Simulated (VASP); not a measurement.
Input of a VASP 6.6.1 run:

Contents of INCAR:

```
SYSTEM = Ge23Mo
PREC = Accurate
ENCUT = 350
EDIFF = 1E-5
ISMEAR = 0
SIGMA = 0.03
LREAL = Auto
LASPH = .True.
NELM = 120
ALGO = Normal
ISIF = 2
LWAVE = .False.
LCHARG = .False.
ISPIN = 2
MAGMOM = 2 0 0 0 0 0 0 0 0 0 0 0 0 0 0 0 0 0 0 0 0 0 0 0
LORBIT = 11
NUPDOWN = 2
LMAXMIX = 4
LDAU = .True.
LDAUTYPE = 2
LDAUL = 2 -1
LDAUU = 2 0
LDAUJ = 0 0
LDAUPRINT = 1
GGA = PS
IBRION = 2
NSW = 60
EDIFFG = -0.03
ISYM = 0
KPAR = 2
```

The input KPOINTS:

```
regular mesh
0
Gamma
  2 2 2
  0 0 0
```

POSCAR

```
Ge23Mo
1.0
    0.0000000000      8.4863100000      8.4863100000
    5.6575400000      0.0000000000      5.6575400000
    5.6575400000      5.6575400000      0.0000000000
Mo Ge
1 23
Direct
   -0.0002800000     -0.0006880000      0.0011720000
   -0.0010420000     -0.0102160000      0.5046700000
   -0.0003800000      0.4998470000      0.0097350000
   -0.0040640000      0.5015290000      0.5033500000
    0.3347280000     -0.0011850000     -0.0011030000
    0.3345990000      0.0013740000      0.4987540000
    0.3311450000      0.5038480000     -0.0018310000
    0.3321640000      0.5016540000      0.5002710000
    0.6673420000      0.0005940000      0.0032670000
    0.6652830000      0.0019380000      0.4997290000
    0.6694380000      0.5010480000     -0.0002560000
    0.6620930000      0.4980640000      0.5081470000
    0.0833110000      0.1160530000      0.1298890000
    0.0828590000      0.1259510000      0.6257920000
    0.0844230000      0.6228000000      0.1229230000
    0.0885960000      0.6217780000      0.6227280000
    0.4206150000      0.1143440000      0.1313170000
    0.4190530000      0.1233270000      0.6224530000
    0.4144070000      0.6275450000      0.1206700000
    0.4151210000      0.6260590000      0.6235410000
    0.7485110000      0.1297660000      0.1243550000
    0.7512290000      0.1286580000      0.6251830000
    0.7487620000      0.6288200000      0.1225710000
    0.7425620000      0.6266270000      0.6273640000
```

Potentials or basis: VASP PAW PBE potentials, release 64 (Mo_sv, Ge_d).

Command:

```console
$ cat potpaw_PBE.64/Mo_sv/POTCAR potpaw_PBE.64/Ge_d/POTCAR > POTCAR
$ mpirun -np 4 vasp_std > vasp.out
```

**Question.** Predict the energy gained by relaxing.

**Answer.** 12.6 meV/atom.

Forces on the atoms (eV/Å):
```
Mo   0.003 -0.008 -0.014
Ge  -0.009  0.005 -0.003
Ge   0.000 -0.008  0.012
Ge   0.009 -0.011  0.014
Ge   0.007 -0.013 -0.009
Ge   0.006  0.005 -0.004
Ge   0.009 -0.002 -0.002
Ge  -0.011  0.014  0.011
Ge   0.007 -0.005 -0.002
Ge   0.001  0.011 -0.003
Ge  -0.004  0.003 -0.004
Ge   0.000  0.004 -0.002
Ge  -0.004 -0.014 -0.012
Ge  -0.001  0.004 -0.004
Ge   0.008  0.002 -0.003
Ge  -0.014  0.004  0.016
Ge  -0.001 -0.003 -0.016
Ge  -0.002  0.011 -0.007
Ge   0.006  0.008  0.012
Ge   0.004 -0.007  0.012
Ge  -0.012 -0.011 -0.005
Ge   0.001  0.015 -0.002
Ge   0.004 -0.007  0.009
Ge  -0.006  0.004  0.004
```

Caveat: the k mesh is coarse (spacing up to 0.48 Å⁻¹), so the values aren't converged; the PAW data sets were made with another functional, which shifts forces and pressure a little; the total moment is fixed, so each spin has its own Fermi level; the U is typed as a test and isn't derived for this compound. The state reached can hang on the start; a lower one may exist.
